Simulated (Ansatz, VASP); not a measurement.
**Si214Sb (V_Si-Sb_Si) in two plane-wave programs**

Wanted: the spread between two codes on one cell, functional and k mesh. The cell is taken from a series of runs on this material, whose earlier steps may have relaxed, scaled, displaced or heated it; both programs get it as it stands.

Method: plane waves, with VASP 6.6.1 beside it; single point at PBE, in Ansatz 0.2.0.

### Step 1. The structure

The cell holds 215 atoms: 214 Si and 1 Sb. Cell: a = 16.409 Å, b = 16.409 Å, c = 16.409 Å, α = 90.0°, β = 90.0°, γ = 90.0°. It derives from Si (Si (Fd-3m)). Nearest the centre at fractional (0.375, 0.375, 0.375): Sb215 at 0.70 Å, Si106 at 2.80 Å, Si107 at 2.81 Å, Si105 at 2.85 Å, Si78 at 3.03 Å, Si16 at 3.05 Å, Si31 at 3.05 Å, Si102 at 3.94 Å. The cell carries charge −1.

### Step 2. Ansatz: single point, PBE

Ansatz runs on its default PAW (the set named soft_2) files.

With cell and atoms fixed, the geometry can't cause a difference; cores, projectors, grids and the points listed under the comparison can.

The input, input.yaml:

```yaml
crystal:
  lattice:
    - [16.40946113, 0.0, 0.0]
    - [0.0, 16.40946113, 0.0]
    - [0.0, 0.0, 16.40946113]
  atoms:
    - { symbol: Si, position: [-0.00010314276, -0.00016400339, -8.103752e-05] }
    - { symbol: Si, position: [-0.00023278145, 0.16636526464, 0.16646990434] }
    - { symbol: Si, position: [0.16667165308, -0.0002726092, 0.16659558896] }
    - { symbol: Si, position: [0.16666699415, 0.16648341427, -0.00019714363] }
    - { symbol: Si, position: [0.08332840619, 0.0831176614, 0.08321633426] }
    - { symbol: Si, position: [0.08288089261, 0.24977151015, 0.24986665152] }
    - { symbol: Si, position: [0.24994308192, 0.08306347847, 0.24997537799] }
    - { symbol: Si, position: [0.24993181575, 0.24987572361, 0.0831316437] }
    - { symbol: Si, position: [-0.0002315739, -0.00057896114, 0.33329842575] }
    - { symbol: Si, position: [4.135783e-05, 0.16672391241, 0.49999297871] }
    - { symbol: Si, position: [0.16711474123, 0.00023612765, 0.49994512158] }
    - { symbol: Si, position: [0.16588438874, 0.16597898971, 0.33300889518] }
    - { symbol: Si, position: [0.08294069974, 0.08284938959, 0.4166188645] }
    - { symbol: Si, position: [0.08289496907, 0.25017531352, 0.58383409449] }
    - { symbol: Si, position: [0.25057308423, 0.08341856231, 0.58360246016] }
    - { symbol: Si, position: [0.24709452704, 0.24753272894, 0.41860249467] }
    - { symbol: Si, position: [0.00011442396, 5.897281e-05, 0.66652870118] }
    - { symbol: Si, position: [-1.294096e-05, 0.16667671747, 0.83316259228] }
    - { symbol: Si, position: [0.16670862718, -0.0001021223, 0.83315235624] }
    - { symbol: Si, position: [0.16691507196, 0.16686918175, 0.66656584462] }
    - { symbol: Si, position: [0.08344690135, 0.08340204563, 0.74982943003] }
    - { symbol: Si, position: [0.08348517027, 0.25001310883, 0.91633760378] }
    - { symbol: Si, position: [0.25014568228, 0.08324282126, 0.91637781821] }
    - { symbol: Si, position: [0.25054700356, 0.2503574626, 0.7494084012] }
    - { symbol: Si, position: [-0.00026683765, 0.33320293937, -0.00052299593] }
    - { symbol: Si, position: [4.662055e-05, 0.4999084241, 0.16681301564] }
    - { symbol: Si, position: [0.16580043514, 0.33289552199, 0.16598200913] }
    - { symbol: Si, position: [0.16710075301, 0.49985705509, 0.00031342153] }
    - { symbol: Si, position: [0.08288730028, 0.4165236727, 0.08288405742] }
    - { symbol: Si, position: [0.0828896269, 0.58375976227, 0.25027397305] }
    - { symbol: Si, position: [0.24698316323, 0.41849148423, 0.24749847727] }
    - { symbol: Si, position: [0.25056831246, 0.58355460146, 0.08344635823] }
    - { symbol: Si, position: [-6.10851e-05, 0.33333022692, 0.33341749016] }
    - { symbol: Si, position: [0.00013055002, 0.49986144403, 0.49994231247] }
    - { symbol: Si, position: [0.16642581786, 0.33344153303, 0.50089818588] }
    - { symbol: Si, position: [0.16642520475, 0.50079945991, 0.33350306333] }
    - { symbol: Si, position: [0.08360472059, 0.41652970366, 0.41660966491] }
    - { symbol: Si, position: [0.08384046995, 0.58306806875, 0.58315657085] }
    - { symbol: Si, position: [0.25230350114, 0.41778684977, 0.58102643108] }
    - { symbol: Si, position: [0.25237242526, 0.58080860638, 0.41789434002] }
    - { symbol: Si, position: [-0.00029228366, 0.33339925944, 0.66706953417] }
    - { symbol: Si, position: [0.00028830015, 0.49996981676, 0.83347122856] }
    - { symbol: Si, position: [0.16699078816, 0.33334520701, 0.83300714485] }
    - { symbol: Si, position: [0.1675582938, 0.49946559894, 0.6657088138] }
    - { symbol: Si, position: [0.08370255243, 0.41672977119, 0.74974108211] }
    - { symbol: Si, position: [0.08370932647, 0.5831784681, 0.91682481755] }
    - { symbol: Si, position: [0.25023560666, 0.41664320185, 0.9165818952] }
    - { symbol: Si, position: [0.25033887845, 0.58301532161, 0.74944019561] }
    - { symbol: Si, position: [0.00011365355, 0.66645141562, 0.00014081195] }
    - { symbol: Si, position: [-1.63411e-05, 0.83307919979, 0.16676201402] }
    - { symbol: Si, position: [0.16691481802, 0.66647293966, 0.16694400619] }
    - { symbol: Si, position: [0.16671529173, 0.83307715437, 8.0943e-07] }
    - { symbol: Si, position: [0.0834474932, 0.74974661676, 0.0834879836] }
    - { symbol: Si, position: [0.08349786863, 0.9162456294, 0.25010921659] }
    - { symbol: Si, position: [0.25054858561, 0.74928700802, 0.25046357428] }
    - { symbol: Si, position: [0.25015137649, 0.91628142704, 0.08336228872] }
    - { symbol: Si, position: [-0.00030642373, 0.6669954554, 0.33348468246] }
    - { symbol: Si, position: [0.00030401649, 0.83337396286, 0.50005117464] }
    - { symbol: Si, position: [0.16759380494, 0.66555890691, 0.49952152837] }
    - { symbol: Si, position: [0.16700838639, 0.83290803407, 0.33344085722] }
    - { symbol: Si, position: [0.08372462497, 0.74962873914, 0.41681301907] }
    - { symbol: Si, position: [0.08371630664, 0.9167420587, 0.58326169637] }
[... 39 lines left out ...]
    - { symbol: Si, position: [0.41660685194, 0.4164291676, 0.08405269058] }
    - { symbol: Si, position: [0.41807008167, 0.57860207034, 0.2551179954] }
    - { symbol: Si, position: [0.581181746, 0.4172554835, 0.25330767282] }
    - { symbol: Si, position: [0.58289513248, 0.58278209667, 0.08437803967] }
    - { symbol: Sb, position: [0.34938043811, 0.35066232927, 0.35058875284] }
    - { symbol: Si, position: [0.33979504799, 0.49517541253, 0.49542457405] }
    - { symbol: Si, position: [0.49580249072, 0.34440339747, 0.49191082245] }
    - { symbol: Si, position: [0.49609715401, 0.4919582341, 0.34405385204] }
    - { symbol: Si, position: [0.41583652879, 0.58167277054, 0.58181125896] }
    - { symbol: Si, position: [0.58236490099, 0.41629411258, 0.58168548322] }
    - { symbol: Si, position: [0.5823861483, 0.58155030113, 0.41645808108] }
    - { symbol: Si, position: [0.33361480554, 0.33367327654, 0.66531294046] }
    - { symbol: Si, position: [0.33361742295, 0.49983693659, 0.83308863097] }
    - { symbol: Si, position: [0.49982613801, 0.33356835455, 0.83300646195] }
    - { symbol: Si, position: [0.50028851306, 0.500160637, 0.66592780933] }
    - { symbol: Si, position: [0.41679987285, 0.41681752799, 0.74919919955] }
    - { symbol: Si, position: [0.41674560335, 0.58317889056, 0.91671824206] }
    - { symbol: Si, position: [0.58317784392, 0.41666420988, 0.91666451891] }
    - { symbol: Si, position: [0.5831952748, 0.58324446008, 0.74983269922] }
    - { symbol: Si, position: [0.33353023198, 0.66677942008, -2.289377e-05] }
    - { symbol: Si, position: [0.33343278471, 0.83289914067, 0.16694846272] }
    - { symbol: Si, position: [0.49918426109, 0.66421605112, 0.16913766764] }
    - { symbol: Si, position: [0.49990950662, 0.83281210311, 0.00057044342] }
    - { symbol: Si, position: [0.41685473585, 0.74882089191, 0.08453119714] }
    - { symbol: Si, position: [0.41672908654, 0.91646012924, 0.25020109377] }
    - { symbol: Si, position: [0.58293930679, 0.74904493679, 0.25056228641] }
    - { symbol: Si, position: [0.58315528011, 0.91648348641, 0.08357945804] }
    - { symbol: Si, position: [0.33360965415, 0.66518937459, 0.33380790469] }
    - { symbol: Si, position: [0.33361680873, 0.83297629727, 0.49993024541] }
    - { symbol: Si, position: [0.50024303353, 0.66578691343, 0.50025133051] }
    - { symbol: Si, position: [0.49982349103, 0.83292827643, 0.3336624355] }
    - { symbol: Si, position: [0.41681126381, 0.74909944056, 0.41690208302] }
    - { symbol: Si, position: [0.41674764729, 0.9166303001, 0.58324799756] }
    - { symbol: Si, position: [0.58318152739, 0.74969760448, 0.58331914293] }
    - { symbol: Si, position: [0.583176626, 0.91658788124, 0.4167556422] }
    - { symbol: Si, position: [0.33398314978, 0.66601492416, 0.66611361532] }
    - { symbol: Si, position: [0.33349016096, 0.83317804022, 0.83323234188] }
    - { symbol: Si, position: [0.50006159593, 0.66658221715, 0.83333990998] }
    - { symbol: Si, position: [0.50006651175, 0.83324198524, 0.66664219404] }
    - { symbol: Si, position: [0.41672164321, 0.74976248699, 0.74984005393] }
    - { symbol: Si, position: [0.41675904918, 0.91648574924, 0.91655800832] }
    - { symbol: Si, position: [0.58321154603, 0.74980681137, 0.91692982555] }
    - { symbol: Si, position: [0.58320824275, 0.91683504557, 0.74987257013] }
    - { symbol: Si, position: [0.66644263093, -5.03668e-05, 4.745565e-05] }
    - { symbol: Si, position: [0.66666010348, 0.16671635653, 0.16680901168] }
    - { symbol: Si, position: [0.83305386304, -0.00025091619, 0.16669900408] }
    - { symbol: Si, position: [0.83307355265, 0.16662518681, -0.00016900512] }
    - { symbol: Si, position: [0.74981462302, 0.08326581347, 0.08333723649] }
    - { symbol: Si, position: [0.75022781411, 0.24992754003, 0.25002017864] }
    - { symbol: Si, position: [0.91655100528, 0.08296666909, 0.25001035206] }
    - { symbol: Si, position: [0.91656303744, 0.24991980312, 0.08307174308] }
    - { symbol: Si, position: [0.66679410213, -0.00024950093, 0.33345798824] }
    - { symbol: Si, position: [0.66540519813, 0.16814200741, 0.49932368781] }
    - { symbol: Si, position: [0.83293111626, 0.00028472113, 0.49999068272] }
    - { symbol: Si, position: [0.83334869477, 0.16649211214, 0.3333189564] }
    - { symbol: Si, position: [0.74936663404, 0.08393045851, 0.41670633633] }
    - { symbol: Si, position: [0.74945997283, 0.25032768421, 0.58307801902] }
    - { symbol: Si, position: [0.91651353411, 0.08340606482, 0.58325429766] }
    - { symbol: Si, position: [0.9165616514, 0.24998255391, 0.41671250865] }
    - { symbol: Si, position: [0.66623269918, 0.00048486196, 0.66637605759] }
    - { symbol: Si, position: [0.66621531281, 0.1669105793, 0.8328985502] }
    - { symbol: Si, position: [0.83319416137, 5.470934e-05, 0.83321922054] }
    - { symbol: Si, position: [0.833016203, 0.16686331258, 0.66643895126] }
    - { symbol: Si, position: [0.74972009978, 0.08348160765, 0.74980035176] }
    - { symbol: Si, position: [0.74979442579, 0.25005630362, 0.91633552923] }
    - { symbol: Si, position: [0.91658665479, 0.08332318924, 0.91655496286] }
    - { symbol: Si, position: [0.9162993159, 0.25005928701, 0.75006987894] }
    - { symbol: Si, position: [0.66680755023, 0.33337257212, -0.00017724683] }
    - { symbol: Si, position: [0.66547002611, 0.49924868133, 0.16815313634] }
    - { symbol: Si, position: [0.83335126898, 0.33322933219, 0.1665868191] }
    - { symbol: Si, position: [0.83296719073, 0.49991457079, 0.00034902265] }
    - { symbol: Si, position: [0.74941774914, 0.41661258665, 0.08397410079] }
    - { symbol: Si, position: [0.74945792032, 0.58298053, 0.25041948727] }
    - { symbol: Si, position: [0.91656735984, 0.41662695402, 0.25006677744] }
    - { symbol: Si, position: [0.9165274448, 0.58317344555, 0.08350165133] }
    - { symbol: Si, position: [0.66662216835, 0.33303340516, 0.33317273395] }
    - { symbol: Si, position: [0.66697655575, 0.50048849028, 0.50064642104] }
    - { symbol: Si, position: [0.83321217018, 0.33348621547, 0.49992537595] }
    - { symbol: Si, position: [0.83322559483, 0.49983519179, 0.33357405233] }
    - { symbol: Si, position: [0.74956810036, 0.41673426851, 0.41681348274] }
    - { symbol: Si, position: [0.75044723404, 0.58353899143, 0.58361316477] }
    - { symbol: Si, position: [0.91665205828, 0.416682809, 0.58337619092] }
    - { symbol: Si, position: [0.91664569699, 0.58329940173, 0.41677261132] }
    - { symbol: Si, position: [0.66617295162, 0.3340019344, 0.6660256488] }
    - { symbol: Si, position: [0.66650433066, 0.50007485955, 0.83331931561] }
    - { symbol: Si, position: [0.8330013203, 0.33344588343, 0.83316788934] }
    - { symbol: Si, position: [0.83354100653, 0.50012464049, 0.66690376376] }
    - { symbol: Si, position: [0.74973707735, 0.41680948788, 0.74977997098] }
    - { symbol: Si, position: [0.74971748794, 0.58321673401, 0.91693705757] }
    - { symbol: Si, position: [0.91630827976, 0.41667292573, 0.91654225429] }
    - { symbol: Si, position: [0.91694173893, 0.58330768943, 0.75020293731] }
    - { symbol: Si, position: [0.6662352478, 0.6662981975, 0.00057300159] }
    - { symbol: Si, position: [0.66620045388, 0.83279921587, 0.16702505675] }
    - { symbol: Si, position: [0.83300754725, 0.66635310755, 0.1669498827] }
    - { symbol: Si, position: [0.83319524817, 0.83313205129, 0.00014695926] }
    - { symbol: Si, position: [0.74971062651, 0.74972271517, 0.08358068221] }
    - { symbol: Si, position: [0.74978476407, 0.91625614761, 0.25014408745] }
    - { symbol: Si, position: [0.91628960042, 0.74998704878, 0.25014033125] }
    - { symbol: Si, position: [0.91658072295, 0.91647481078, 0.08341467832] }
    - { symbol: Si, position: [0.66615839162, 0.66591176375, 0.33410377153] }
    - { symbol: Si, position: [0.66648835775, 0.83322029086, 0.5001640957] }
    - { symbol: Si, position: [0.83353552163, 0.66683005466, 0.50020049095] }
    - { symbol: Si, position: [0.83301200924, 0.83310340979, 0.33353435119] }
    - { symbol: Si, position: [0.7497322432, 0.74970512024, 0.41688958368] }
    - { symbol: Si, position: [0.74970790957, 0.91684815534, 0.58329849158] }
    - { symbol: Si, position: [0.91693747435, 0.75012203307, 0.58339665475] }
    - { symbol: Si, position: [0.91632284297, 0.91648304688, 0.41677111865] }
    - { symbol: Si, position: [0.66671913133, 0.66666417419, 0.66676358189] }
    - { symbol: Si, position: [0.66653356878, 0.83335963829, 0.83344272296] }
    - { symbol: Si, position: [0.83326556919, 0.66658447991, 0.8335159751] }
    - { symbol: Si, position: [0.83325297821, 0.83342898824, 0.66667303561] }
    - { symbol: Si, position: [0.74994038908, 0.75000723475, 0.75010105727] }
    - { symbol: Si, position: [0.74990537883, 0.91663221429, 0.91672711252] }
    - { symbol: Si, position: [0.91669285225, 0.74984841248, 0.91677323465] }
    - { symbol: Si, position: [0.91669453303, 0.91668527753, 0.74992079384] }
  host:
    repeats: [3, 3, 3]
    atoms:
      - { symbol: Si, position: [0.0, 0.0, 0.0] }
      - { symbol: Si, position: [0.0, 0.5, 0.5] }
      # ... 6 more atoms of the perfect host
total_charge: -1
basis:
  ecutwfc: 420
  xc_grid: 2
hamiltonian:
  xc: pbe
kpoints:
  mp_grid: { grid: [1, 1, 1] }
magnetization:
  spin_polarized: true
  initial_magnetization: 2
  spin_locking: { lock_magnetization: hard }
scf:
  occupations: { method: fermi_dirac, width: 0.01 }
  max_iter: 60
output:
  forces: true
  charged_corrections:
    epsilon: 12.98
    static_epsilon: 12.98
    defect_position: [0.375, 0.375, 0.375]
checkpoint:
  read: "../qm1_M2.relax_smeared.run"
  write: "../cc0.qm1_M2.l0.25.run"
  compress: false
  write_wavefunctions: false
  write_every: 100000
```

On the command line:

```console
$ ansatz run input.yaml --threads 12 --pin off --max-ram 56524MiB --backend cuda --events-out ev --progress --plain --runs-dir out
```

The log of the run:

```text
Warning: checkpoint.read: the run can stay near the saved state's solution: 215 site(s) moved relative to the saved geometry (max |Δs| = 2.511e-3 fractional); the SCF starts from the saved state under [...]
Engine: ansatz 0.2.0, aarch64-unknown-linux-gnu
[...]
Pseudopotential: Si, paw, valence charge 4, recommended cutoff 420 eV (normal), Si.paw.azcp
Pseudopotential: Sb, paw, valence charge 15, recommended cutoff 420 eV (normal), Sb.paw.azcp
Functional definition: PBE
[...]
Crystal: 215 atoms, lattice volume = 4418.582 Å³
Basis set: ecut = 420 eV, 86407 PW (Γ), exchange–correlation on 240×240×240 points (8 copies of the dense FFT grid, shifted against one another)
Bands: 652, of which v1, the nominal top of the filled ones, is band 436 counted from 1 (435 counted from 0)
[...]
preconditioner: auto → Resta (q_TF=auto, 2.082 Å⁻¹)  ε∞=5.4  [insulator: Δε(μ)=0.304 eV  Ē_g=7.791 eV  σ=0.010 eV  W_gap=1.00  n_scr=690 (ndim 8)  ℏωp=16.4 eV  f_vac=0.000  D(μ)=0.00/eV (n_scr^D=0)  ε [...]
spin=Collinear: Resta preconditioning applied to the charge; magnetization (m = ρ↑ − ρ↓) channel mixes plain (no charge-response kernel on spin).
SCF iter   2: F=—  HF=-142535.207813 eV  |F-HF|=—  |Δ(HF+E_count)|=   1.25e-3  Δρ=3.02e-4 (↑2.87e-4 ↓3.02e-4)  dr2=1.30e-2  dr2_m=2.33e-4  M=2.000 μB ∫|m|=2.219 μB  β_m=0.63  ethr=3.43e-6  ⟨swp⟩=2.0   [...]
[...]
SCF iter   4: F=—  HF=-142535.206885 eV  |F-HF|=—  |Δ(HF+E_count)|=   4.10e-3  Δρ=1.25e-5 (↑1.12e-5 ↓1.25e-5)  dr2=2.56e-5  dr2_m=1.62e-6  M=2.000 μB ∫|m|=2.221 μB  β_m=0.78  ethr=5.97e-8  ⟨swp⟩=2.0   [...]
SCF iter   5: F=—  HF=-142535.203060 eV  |F-HF|=—  |Δ(HF+E_count)|=   3.83e-3  Δρ=4.35e-6 (↑4.07e-6 ↓4.35e-6)  dr2=4.92e-6  dr2_m=2.98e-7  M=2.000 μB ∫|m|=2.221 μB  β_m=0.88  ethr=2.94e-9  ⟨swp⟩=2.5   [...]
[...]
SCF 1 converged in 8 iterations: F = -142535.203062 eV  dr2 = 1.76e-8
[...]
SCF converged after 8 iterations
[...]
```

[end of part 1 of 2]

[Lines on the potential files, build, host, timing and source positions are cut from VASP's logs without a mark.]

[Logs are printed without paths, hosts, clocks, repeated set-up lines and the standing remarks that a program may print on its own settings, such as how far it seeks lower states.]

[Hosts, paths, dates, database ids (printed as entryN), source tags and the programs' standing remarks are cut or masked in the printed files.]
